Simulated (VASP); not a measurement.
Computed with r2SCAN+rVV10, VASP's PBE PAW potentials (set 64) (plane waves; VASP).

The input files of a VASP run:

INCAR:
```
SYSTEM = W
PREC = Accurate
ENCUT = 520
EDIFF = 1E-7
NELM = 100
ALGO = Normal
LREAL = .FALSE.
LASPH = .TRUE.
ISMEAR = 1
SIGMA = 0.1
METAGGA = R2SCAN
LUSE_VDW = .TRUE.
BPARAM = 11.95
CPARAM = 0.0093
LMIXTAU = .TRUE.
LMAXMIX = 6
LWAVE = .FALSE.
LCHARG = .FALSE.
ISIF = 2
```

**POSCAR**
```
W
1
   -1.6147463001     1.6147463001     1.6147463001
    1.6147463001    -1.6147463001     1.6147463001
    1.6147463001     1.6147463001    -1.6147463001
W
1
Direct
  0.0000000000   0.0000000000   0.0000000000
```

KPOINTS:
```
Automatic mesh
0
Gamma
16 16 16
0 0 0
```

POTCAR, in this order: W_sv (PBE.64 set). Program: vasp_std.

Unless said otherwise, spin-orbit coupling is left out, though it shifts the bands of the heavy elements here.

Estimate the energy per atom (σ→0), pressure, band gap (on the k-mesh).

```
Item                                                         Value
------------------------  ----------------------------------------
energy per atom (σ→0)                              -51.090 eV/atom
band gap (on the k-mesh)  none (metal, semimetal or under 0.01 eV)
pressure                                                -16.55 GPa
```

File OSZICAR:
```
...
DAV:  15    -0.510904754994E+02    0.69469E-05   -0.80707E-06  3526   0.403E-02    0.757E-03
DAV:  16    -0.510904775329E+02   -0.20334E-05   -0.40315E-06  3373   0.230E-02    0.239E-03
DAV:  17    -0.510904741404E+02    0.33924E-05   -0.56744E-07  3421   0.102E-02    0.105E-03
DAV:  18    -0.510904754746E+02   -0.13342E-05   -0.27009E-08  1658   0.201E-03    0.677E-04
DAV:  19    -0.510904746911E+02    0.78352E-06   -0.24700E-08  1619   0.240E-03    0.929E-05
DAV:  20    -0.510904751930E+02   -0.50192E-06   -0.29023E-09  1631   0.760E-04    0.162E-05
DAV:  21    -0.510904751078E+02    0.85205E-07   -0.17583E-10  1619   0.182E-04
   1 F= -.51090475E+02 E0= -.51090368E+02  d E =-.319893E-03
```

The compound is W in the bcc structure. This cell is one point of a volume scan, at 1.06 of the reference volume.
